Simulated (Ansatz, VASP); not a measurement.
# SiO2 in two plane-wave programs, part 3 of 3

Aim: how closely do two programs agree when they are given the same cell, functional and k mesh? The cell is taken from a series of runs on this material, whose earlier steps may have relaxed, scaled, displaced or heated it; both programs get it as it stands.

VASP 6.6.1 and Ansatz 0.2.0.

So far: Starting point; VASP: zone-centre phonons, LDA.

## 3. Ansatz: zone-centre phonons, LDA

Level of this step: Ansatz beside VASP: Kohn-Sham DFT, plane waves, LDA (Ansatz).

Ansatz runs on its PAW soft_1 files.

The same cell, functional (in two slightly different forms) and mesh now go to Ansatz, which takes its cutoff from its data sets.

Contents of input.yaml:

```yaml
crystal:
  lattice:
    - [4.222244309, 0.0, 0.0]
    - [0.0, 4.222244309, 0.0]
    - [0.0, 0.0, 2.6802309395]
  atoms:
    - { symbol: O, position: [0.6926837323, 0.6926837323, 0.0] }
    - { symbol: O, position: [0.1926837323, 0.8073162677, 0.5] }
    - { symbol: O, position: [0.3073162677, 0.3073162677, 0.0] }
    - { symbol: O, position: [0.8073162677, 0.1926837323, 0.5] }
    - { symbol: Si, position: [0.5, 0.5, 0.5] }
    - { symbol: Si, position: [0.0, 0.0, 0.0] }
kpoints:
  mp_grid: { grid: [8, 8, 8] }
hamiltonian:
  xc: lda
  pseudopotentials: { kind: paw, azcp: { folder: soft_1 }, xc_functional: pbe }
scf:
  occupations: { method: fixed }
output:
  eigenvalues: true
phonons:
  method: dfpt
  dielectric: true
  rigid_motions: translations
```

Run with:

```
ansatz run input.yaml --threads 4 --pin off --max-ram 16384MiB --backend cpu --events-out ev --progress --plain --runs-dir out
```

Numbers of over 12 decimals in the logs are rounded to 6 here.

What it wrote:

```text
Engine: ansatz 0.2.0, x86_64-unknown-linux-gnu
Pseudopotentials: kind: paw
Pseudopotential: O, paw, valence charge 6, recommended cutoff 420 eV (normal), soft_1/O.paw.azcp
Pseudopotential: Si, paw, valence charge 4, recommended cutoff 420 eV (normal), soft_1/Si.paw.azcp
Functional definition: SPW92
  exchange = slater_x
  correlation = pw_c
Crystal: 6 atoms, lattice volume = 47.781 Å³
Basis set: ecut = 420 eV, 933 PW (Γ), exchange–correlation on 60×60×36 points (8 copies of the dense FFT grid, shifted against one another)
Bands: 22, of which v1, the nominal top of the filled ones, is band 16 counted from 1 (15 counted from 0)
Symmetry: 16 space group operations
k-points: 260 of 512 (irreducible under 1 space group operation, time reversal used)
Non-local potential: O, projectors of the file, l = 0: 2, l = 1: 2, l = 2: 1
Non-local potential: Si, projectors of the file, l = 0: 2, l = 1: 2, l = 2: 1
PAW form: soft (Blöchl's): semilocal exchange-correlation on the pseudo side does not see the compensation charge
PAW frozen core: O, regenerated for the run's functional, and the local potential with it (the file was generated under x = pbe(κ = 0.804, μ = 0.219515), c = pbe(β = 0.066725))
PAW frozen core: Si, regenerated for the run's functional, and the local potential with it (the file was generated under x = pbe(κ = 0.804, μ = 0.219515), c = pbe(β = 0.066725))
PAW one-centre angular grid: O, 110 points (default); XC on 64 Gauss nodes
PAW one-centre angular grid: Si, 110 points (default); XC on 64 Gauss nodes
Initial density: superposition of atomic densities (chi_scale 0.1, normalization cell, long waves kept (reshape's long-wave potential 0.00 eV rms))
Initial wavefunctions: pseudopotential atomic-orbital guess
Functional: x = slater, c = lda
SCF iter   1: F=—  HF=-3447.369531 eV  |F-HF|=—  |Δ(HF+E_count)|=         —  Δρ=1.33e-1  dr2=6.86e0  ethr=3.10e-3  ⟨swp⟩=4.2  Hψ=25696  notcnv=0  defer=1023
preconditioner: auto → none  [insulator: Δε(μ)=6.350 eV  Ē_g=19.105 eV  n_scr=10 (ndim 8)  ℏωp=30.4 eV  f_vac=0.000  ε∞_Penn≈3.5]
SCF iter   2: F=—  HF=-3445.576508 eV  |F-HF|=—  |Δ(HF+E_count)|=    1.79e0  Δρ=6.38e-2  dr2=7.50e-1  ethr=3.10e-3  ⟨swp⟩=3.0  Hψ=13591  notcnv=0  defer=974
SCF iter   3: F=—  HF=-3445.384026 eV  |F-HF|=—  |Δ(HF+E_count)|=   1.92e-1  Δρ=2.19e-2  dr2=8.21e-2  ethr=2.34e-3  ⟨swp⟩=2.4  Hψ=10526  notcnv=0  defer=1016
SCF iter   4: F=—  HF=-3445.385658 eV  |F-HF|=—  |Δ(HF+E_count)|=   1.63e-3  Δρ=1.63e-3  dr2=4.31e-4  ethr=2.56e-4  ⟨swp⟩=2.0  Hψ=6369  notcnv=0  defer=1040
SCF iter   5: F=—  HF=-3445.385831 eV  |F-HF|=—  |Δ(HF+E_count)|=   1.73e-4  Δρ=2.09e-4  dr2=8.63e-6  ethr=1.35e-6  ⟨swp⟩=2.0  Hψ=9102  notcnv=0  defer=1040
SCF iter   6: F=—  HF=-3445.385836 eV  |F-HF|=—  |Δ(HF+E_count)|=   4.76e-6  Δρ=3.90e-5  dr2=3.72e-7  ethr=2.70e-8  ⟨swp⟩=2.0  Hψ=9405  notcnv=0  defer=483
SCF iter   7: F=—  HF=-3445.385836 eV  |F-HF|=—  |Δ(HF+E_count)|=   9.44e-8  Δρ=6.78e-6  dr2=1.28e-8  ethr=1.16e-9  ⟨swp⟩=2.0  Hψ=8393  notcnv=0  defer=459
SCF iter   8: F=—  HF=-3445.385836 eV  |F-HF|=—  |Δ(HF+E_count)|=   3.07e-9  Δρ=9.59e-7  dr2=2.48e-10  ethr=3.99e-11  ⟨swp⟩=2.0  Hψ=8426  notcnv=0  defer=459
SCF iter   9: F=-3445.385836 eV  HF=-3445.385836 eV  |F-HF|=5.91e-12  |Δ(HF+E_count)|=  5.14e-11  Δρ=1.92e-7  dr2=8.20e-12  ethr=1.00e-12  ⟨swp⟩=12.8  Hψ=38383  notcnv=0
SCF 1 converged in 9 iterations: F = -3445.385836 eV  dr2 = 8.20e-12
  greatest PAW one-centre occupation: 0.852 electrons in one spin orbital (limit 2), on the O atom at site 3 (counted from 0), in its partial waves of l = 0
DFPT response loops at Γ: preconditioner auto → none (the input reference at scf.mixing.eps_inf says where Resta's filter doesn't serve); β = 0.50; Broyden in place of MSR1
── the response to a field inside a basis, on 8×8×8 k-points: an SCF that follows is theirs, and a resumed run solves both again ──
Bands: 17, of which v1, the nominal top of the filled ones, is band 16 counted from 1 (15 counted from 0)
k-points: 40 of 512
Initial density: handed on by an earlier stage of this run
Initial wavefunctions: pseudopotential atomic-orbital guess (no wavefunctions were taken with the density)
Eigensolver: Dense (40 Hₖ)
SCF iter   1: F=—  HF=-3445.387375 eV  |F-HF|=—  |Δ(HF+E_count)|=         —  Δρ=7.56e-4  dr2=4.24e-5  ethr=1.00e-1
preconditioner: auto → none  [insulator: Δε(μ)=5.642 eV  Ē_g=15.766 eV  n_scr=10 (ndim 8)  ℏωp=30.4 eV  f_vac=0.000  ε∞_Penn≈4.7]
SCF iter   2: F=—  HF=-3445.387362 eV  |F-HF|=—  |Δ(HF+E_count)|=   1.25e-5  Δρ=3.21e-4  dr2=1.04e-5  ethr=1.33e-7
SCF iter   3: F=—  HF=-3445.387361 eV  |F-HF|=—  |Δ(HF+E_count)|=   1.17e-6  Δρ=1.29e-4  dr2=2.57e-6  ethr=3.23e-8
SCF iter   4: F=-3445.387360 eV  HF=-3445.387360 eV  |F-HF|=3.49e-10  |Δ(HF+E_count)|=   8.34e-7  Δρ=9.44e-6  dr2=1.25e-8  ethr=8.02e-9
SCF 1 converged in 4 iterations: F = -3445.387360 eV  dr2 = 1.25e-8
  greatest PAW one-centre occupation: 0.853 electrons in one spin orbital (limit 2), on the O atom at site 3 (counted from 0), in its partial waves of l = 0
DFPT response loops at Γ: mixed as the last ones told, above
SCF converged after 9 iterations
Free energy (F): -3445.385836 eV
Harris-Foulkes:  -3445.385836 eV  (|F-HF|=5.91e-12)
Internal energy: -3445.385836 eV  (E = F + TS)
E sigma→0 (E₀):  -3445.385836 eV
Fermi energy:    9.806651 eV
--- Per-component energies (eV) ---
  E_band       = 46.230907
  E_kinetic    = 779.451779
  E_local      = -1224.568935  (includes V_loc(G=0)·N_el)
  E_nonlocal   = 259.424872
  E_hartree    = 442.252664
  E_xc         = -398.860610
  E_vxc        = -465.672842  (∫ρ·V_xc dr)
  E_paw        = -1580.848299  (= ΣΔE_a)
  E_vpaw       = -186.912687  (= ΣTr[D̂ρ^β])
  E_aug_tail   = 0.003291  (compensation charges beyond the density's cutoff)
  E_ewald      = -1722.796946
  E_core_change = 0.556347  (= ΣΔE_core)
  E_smearing   = -0.000000  (= −TS)
  E_closure    = -0.000000  (closes the sum)
  Σ components = -3445.385836   (vs F -3445.385836, Δ=0.00e0)
--- Band table (eV; the first three rows and the last of 260) ---
  k-point 0: bands = [... 12 lower, 7.2504, 8.9367, 8.9367, 9.8067, 15.0241, 16.2284, 18.0414, 18.0414, ... 2 higher]
  k-point 1: bands = [... 12 lower, 6.5407, 8.7906, 8.7906, 9.6278, 15.7478, 17.2962, 18.9057, 18.9057, ... 2 higher]
  k-point 2: bands = [... 12 lower, 5.4209, 8.3254, 8.3254, 9.0536, 16.8851, 19.2402, 19.5938, 20.6912, ... 2 higher]
  k-point 259: bands = [... 12 lower, 8.0190, 8.0190, 8.3073, 8.3073, 16.6404, 16.6404, 20.2906, 20.2906, ... 2 higher]
--- Phonons (Γ-DFPT): 4 representative perturbations + reference, on 260 of 512 k-points (Σ response iterations 12) ---
  k mesh reduced under 1 symmetry operation, with k and −k counted as one. Each operation leaves every solved perturbation unchanged. A smaller set is not considered because the run solves the response to a homogeneous field
  ASR residual: 5.874e-5 → 0.000e0 eV/Å²; symmetrization residual: 1.037e-6 eV/Å²
  ASR residual per site (eV/Å²): 5.87e-5 5.87e-5 5.87e-5 5.87e-5 3.14e-5 3.14e-5
  Γ frequencies (cm⁻¹): 0.00 0.00 0.00 230.48 372.57 430.86 430.86 527.18 527.18 558.77 558.77 566.67 632.71 717.26 722.40 797.50 797.50 898.90
  ε∞ (high-frequency dielectric tensor):
        3.425590     0.000000     0.000000
        0.000000     3.425590     0.000000
        0.000000     0.000000     3.593532
  ε⁰ (static dielectric tensor: ions relaxed, cell fixed):
       12.967864    -0.000000    -0.000000
       -0.000000    12.967864     0.000000
       -0.000000     0.000000     9.358258
  ε⁰ − ε∞ (ionic part):
        9.542274    -0.000000    -0.000000
       -0.000000     9.542274     0.000000
       -0.000000     0.000000     5.764726
  softest optical mode at Γ: 230.48 cm⁻¹; the repairs (sum rule, projections) moved no ω² at Γ by more than (1.21 cm⁻¹)²
  Born effective charges Z* (e; rows j = field, columns β = displacement):
    site 0:
        -1.91435   -0.59334    0.00000
        -0.59334   -1.91435    0.00000
         0.00000    0.00000   -2.04687
    site 1:
        -1.91435    0.59334    0.00000
         0.59334   -1.91435    0.00000
         0.00000    0.00000   -2.04687
    site 2:
        -1.91435   -0.59334    0.00000
        -0.59334   -1.91435    0.00000
         0.00000    0.00000   -2.04687
    site 3:
        -1.91435    0.59334    0.00000
         0.59334   -1.91435    0.00000
         0.00000    0.00000   -2.04687
    site 4:
         3.82870   -0.39688    0.00000
        -0.39688    3.82870    0.00000
         0.00000    0.00000    4.09375
    site 5:
[...]
Z* charge neutrality: 3.141e-3 e pre-enforcement
  solved inside a basis spanned on kpoints, on 8×8×8 k-points, its susceptibility summed on 8×8×12: ε∞ is read to err by 8.6e-3, Z* by 1.5e-2 e (field_mesh: kpoints solves on kpoints); Z* is corrected for what the basis lacks
  optical modes at Γ without the LO–TO term, one row a degenerate level:
      ω (cm⁻¹)  modes    IR ((D/Å)²/amu)
[...]
optical modes at Γ + LO–TO along q̂ = [1.0000, 0.0000, 0.0000]:
      ω (cm⁻¹)  modes    IR ((D/Å)²/amu)
[...]
optical modes at Γ + LO–TO along q̂ = [0.0000, 1.0000, 0.0000]:
      ω (cm⁻¹)  modes    IR ((D/Å)²/amu)
[...]
optical modes at Γ + LO–TO along q̂ = [0.0000, 0.0000, 1.0000]:
      ω (cm⁻¹)  modes    IR ((D/Å)²/amu)
[...]
527.18      2             1.0990
        558.77      2             0.0000
        566.67      1             0.0000
        717.26      1             0.0000
        722.40      1             0.0000
        797.50      2            21.5883
        898.90      1             0.0000
       1021.04      1            51.6997
```

In the SCF lines HF is the Harris–Foulkes energy and dr2 the Hartree energy of the density residual, in eV; the loop may stop once dr2 is under the threshold and the program's other checks hold. Hψ counts applications of the Hamiltonian.

## 4. Comparison

Known differences besides the potentials themselves: the two LDA forms differ slightly; fixed occupations in Ansatz, narrow Gaussian smearing in VASP; VASP's response is taken on the typed mesh, Ansatz refines its own for the field response alone; the cutoff is 420 eV in Ansatz and 600 eV in VASP; VASP's log shows a relativistic correction to its local exchange, Ansatz's none; VASP's log repeats an internal error in its field response. Total energies have different zeros and are not compared.

Both answers:

| quantity | Ansatz | VASP | difference |
| --- | --- | --- | --- |
| ε∞ xx | 3.43 | 3.40 | +0.60 % |
| ε∞ yy | 3.43 | 3.40 | +0.60 % |
| ε∞ zz | 3.59 | 3.57 | +0.66 % |
| Born charge of O1 (mean of the diagonal) (e) | -1.96 | -1.94 | -0.02 |
| Born charge of Si5 (mean of the diagonal) (e) | 3.92 | 3.88 | +0.03 |
| optical mode 1 (cm⁻¹) | 230.5 | 231.1 | -0.25 % |
| optical mode 2 (cm⁻¹) | 372.6 | 375.5 | -0.79 % |
| optical mode 3 to 4 (cm⁻¹) | 430.9 | 436.7 | -1.33 % |
| optical mode 5 to 6 (cm⁻¹) | 527.2 | 530.8 | -0.68 % |
| optical mode 7 to 8 (cm⁻¹) | 558.8 | 563.8 | -0.90 % |
| optical mode 9 (cm⁻¹) | 566.7 | 570.4 | -0.66 % |
| optical mode 10 (cm⁻¹) | 632.7 | 640.6 | -1.23 % |
| optical mode 11 (cm⁻¹) | 717.3 | 720.9 | -0.51 % |
| optical mode 12 (cm⁻¹) | 722.4 | 729.9 | -1.02 % |
| optical mode 13 to 14 (cm⁻¹) | 797.5 | 800.3 | -0.34 % |
| optical mode 15 (cm⁻¹) | 898.9 | 902.5 | -0.39 % |

Modes are paired by rising frequency, not by their patterns, so a pair may set unlike modes beside each other; they are those without the splitting of longitudinal modes.

## 5. What came out

| Property | Result |
| --- | --- |
| r.m.s. difference of the optical zone-centre modes, each program's sorted by frequency (zone-centre phonons, LDA) | 4.7 cm⁻¹ |
| difference in optical mode 3 to 4 (zone-centre phonons, LDA) | -1.3 % |

What this shows: The r.m.s. difference of the optical zone-centre modes, each program's sorted by frequency is 4.7 cm⁻¹ (zone-centre phonons, LDA). Among the rows given in per cent, the largest difference of the zone-centre phonons, LDA pair is in optical mode 3 to 4, -1.3 %. How closely two codes agree says nothing of how well the functional describes the real material.

[Lines on the potential files, build, host, timing and source positions are cut from VASP's logs without a mark.]

[Logs are printed without paths, hosts, clocks, repeated set-up lines and the standing remarks that a program may print on its own settings, such as how far it seeks lower states.]

[Hosts, paths, dates, database ids (printed as entryN), source tags and the programs' standing remarks are cut or masked in the printed files.]
